The band gaps of silicon are of the order of 1 eV, and a volume change of a few per cent shifts them by hundredths of an eV up to a few tenths. Such a shift can be condensed into one number, the deformation potential a, which is the change of a gap E per relative change of the volume V:

a = dE / d ln V

A value of 1 eV means that a volume larger by one per cent raises the gap by 0.01 eV. The table lists two gaps of the same crystal, calculated with the PBE functional. "Gap on mesh" is the distance from the highest filled to the lowest empty level, wherever in the band structure the two lie. "Direct gap on mesh" is the smallest distance between a filled and an empty level at the same wave vector. Both are taken over the calculated mesh of wave vectors.

VASP 6.6.1, PBE with the recommended PAW potentials, for diamond-structure silicon (two-atom cell, fixed geometry at each volume). Plane-wave cutoff 520 eV, 10 × 10 × 10 k mesh, Gaussian smearing of 0.02 eV, no spin polarisation or spin–orbit coupling; both gaps are taken from the levels at the mesh points.

```
volume (Å³/atom)  shortest distance (Å)  gap on mesh (eV)  direct gap on mesh (eV)
          19.227                  2.320             0.508                    2.581
          19.933                  2.348             0.574                    2.568
          20.443                  2.368             0.618                    2.557
          20.455                  2.368             0.619                    2.557
          20.456                  2.368             0.619                    2.557
          21.068                  2.392             0.667                    2.513
```

The three rows near 20.45 Å³/atom are practically the same cell, close to zero pressure. They count as one point below, represented by the row at 20.456 Å³/atom.

(a) Suppose that the direct gap belongs to one electronic transition with one deformation potential. Where in the table does this description fail, how can the failure be recognised, and what happens in the crystal there?

Solution. The slope of the direct gap against ln V gives the failure away. It is −0.36 eV in the first step of the volume and −0.42 eV in the second, which one constant could describe tolerably well. In the last step, from 20.456 to 21.068 Å³/atom, it is −1.49 eV. The indirect gap shows no such break in that step, so the stretched cell as a whole is not at fault.

The definition of the column suggests a reason. A smallest direct gap is the outcome of a competition between wave vectors, and the winner can change with the volume. The orbital energies of the same calculations, printed for part of the mesh at 19.933 and 20.456 Å³/atom, name the competitors. At both volumes the smallest gap lies at Γ, the centre of the Brillouin zone, and leads to a threefold degenerate empty level. The gap at the zone boundary point L is larger, but it falls from 2.756 to 2.643 eV between the two volumes.

Each of the two gaps can now be continued along a straight line in ln V to the last row, whose direct gap is not used in the estimate. For L the steps are

a(L) = (2.643 − 2.756) eV / ln(20.456/19.933) ≈ −4.4 eV
E(L) = 2.643 eV − 4.4 eV × ln(21.068/20.456) ≈ 2.513 eV

The same steps for Γ, with a(Γ) ≈ −0.42 eV, give

E(Γ) = 2.557 eV − 0.42 eV × ln(21.068/20.456) ≈ 2.545 eV

The table has 2.513 eV. The continued L gap meets it, while the Γ gap stays 0.03 eV too high. Agreement to the last digit is more than a straight line deserves, since real gaps curve a little with volume, but the curvature would have to be large to reverse the verdict. In the other direction, at 19.227 Å³/atom, the same lines give 2.583 eV for Γ and 2.915 eV for L. The table's 2.581 eV shows that Γ is still the winner in the compressed cell.

The two lines cross near 20.9 Å³/atom, between the last two distinct volumes. The last step therefore contains a long stretch of the slow Γ slope and a short stretch of the steep L slope, and its −1.49 eV belongs to neither. The same holds for a slope drawn from the first row to the last, which is −0.74 eV: nearly twice the value for Γ and about a sixth of that for L. The calculation has not failed here; the idea that the column follows a single transition has.

The change of winner is an inference. The orbital energies of the last row are not available, and a wave vector outside the printed part of the mesh could in principle take part. Printing the levels at Γ and L for that cell would settle the matter.

(b) Why does the same stretching of the bonds act so differently on different gaps?

Solution. Each silicon atom has four neighbours, and the wave vector fixes the signs with which the orbitals on neighbouring atoms meet. An empty state built from s orbitals is pushed up in energy where neighbouring orbitals meet with opposite sign, because it is then antibonding. Longer bonds weaken the overlap, and the state comes down. How far it comes down depends on how many of the four neighbours really act against it.

At Γ all four neighbours of an atom carry the opposite sign in the antibonding s state, and their effects add up. At L three neighbours carry one sign and the fourth carries the other, so that a net effect of two remains. At X, the zone boundary point along a cube axis, two stand against two and the s–s interaction between neighbours cancels. The sensitivity to the bond length should therefore fall from Γ through L to X.

The numbers follow this order. The gap at Γ to the s-like single level has a slope of about −11.5 eV, so one per cent more volume lowers it by more than 0.1 eV. The gap at L, whose empty state mixes s with p character, has −4.4 eV. If this empty level is counted from the top of the filled band at Γ, as the other levels compared here are, the slope is about −3.5 eV and the order stays the same. The lowest empty level of silicon is known to lie close to X, and the gap that leads to it shows no lowering at all: it rises, with a slope of about +1.7 eV.

The threefold level that provides the smallest direct gap at Γ is of a different kind. By symmetry it contains p orbitals and no s orbitals. The head-on and the sideways overlap of p orbitals act against each other there, and only a remainder separates the filled from the empty p states. A weak response such as −0.42 eV is compatible with this picture, although the counting of signs does not supply its size.

The counting also leaves the positive sign of the indirect gap unexplained. It tells why the strong lowering is absent near X, not why the level moves up relative to the top of the filled band. That it does so is well established for silicon. A general rule that longer bonds mean a smaller gap thus fails for the very gap by which silicon is usually characterised.

For a related crystal with fourfold coordination, the first question is accordingly where in the band structure the empty level lies and how much antibonding s character it has. The more it has, the more steeply its gap should fall on expansion. Where a steep and a flat gap lie close together, a small strain can exchange them, as between Γ and L here.

(c) The indirect gap changes smoothly over all volumes. Is it therefore the more trustworthy column?

Solution. No. Its smoothness shows only that one deformation potential nearly suffices for it. The kink in the direct gap is no error, and a smooth curve says nothing about the size of a gap. The slope of the indirect gap drifts gently from 1.83 eV in the first step to 1.63 eV in the last, with no sign of a change of state. Yet near zero pressure the gap is 0.619 eV, while the measured gap of silicon is roughly 1.2 eV (a rounded, recalled value). Half of the gap is missing, and no irregularity in the column betrays it. An error that is nearly the same in every row leaves a smooth curve smooth, and only a comparison with something outside the table can expose it.

The volume is not to blame. PBE makes the silicon crystal slightly too large: the measured volume is roughly 20 Å³/atom, close to the row at 19.933. There the gap is 0.574 eV, smaller still, so the oversized cell hides a little of the error. Spin–orbit coupling and zero-point motion, both absent here, would also lower the calculated gap by some hundredths of an eV at most. The mesh misses the exact minimum near X and so makes the gap slightly too large. Repairing any of these would widen the disagreement.

What remains is the functional, and theory explains why it falls short. The measured gap is the energy needed to remove an electron from the crystal less the energy gained when one is added. The calculation takes instead the distance between two levels in one and the same effective potential. In the exact theory this potential jumps by a constant when an electron is added across the gap, and the jump is part of the true gap. In PBE the exchange–correlation part of the potential depends only on the density and its derivatives at each point, which one extra electron in a large crystal hardly alters, and so the jump is lost.

The volume trend suffers less. Between the most compressed cell, at 6.2 GPa, and the most stretched one, at −2.5 GPa, the gap rises by 0.159 eV. This amounts to

−0.159 eV / 8.7 GPa ≈ −0.018 eV per GPa

against a measured value of roughly −0.014 eV per GPa, again recalled. The calculated shift is thus too large by nearly a third. Over this range of pressure that makes a few hundredths of an eV, which is little beside the missing half of the gap. Some of the excess is expected to arise because PBE makes the crystal slightly too soft, since the comparison is per unit of pressure and not of volume. The missing part of the gap therefore seems to vary little with volume. The table holds no higher level of theory with which this could be tested.

For pure, undoped silicon the distinction matters, because the density of thermally created carriers varies as exp(−E/2kT), where k is Boltzmann's constant and T the temperature. At room temperature 2kT is about 0.05 eV, and a shortfall of more than 0.5 eV in the gap makes this density too large by a factor of ten thousand or more. A volume change of one per cent moves the gap by less than 0.02 eV and the density by less than a factor of two. It is therefore sound to start from a measured gap and take only the shift with volume from the calculation. Strain along one direction also splits levels that are degenerate here, and needs its own calculation.

The caution extends to part (a). The Γ and L gaps differ by less than 0.1 eV near zero pressure, far less than the error of the functional in the indirect gap. If that error is not quite the same at the two points, the exchange moves to another volume. The value of 20.9 Å³/atom is thus a property of silicon as PBE describes it, not a prediction for the real crystal.
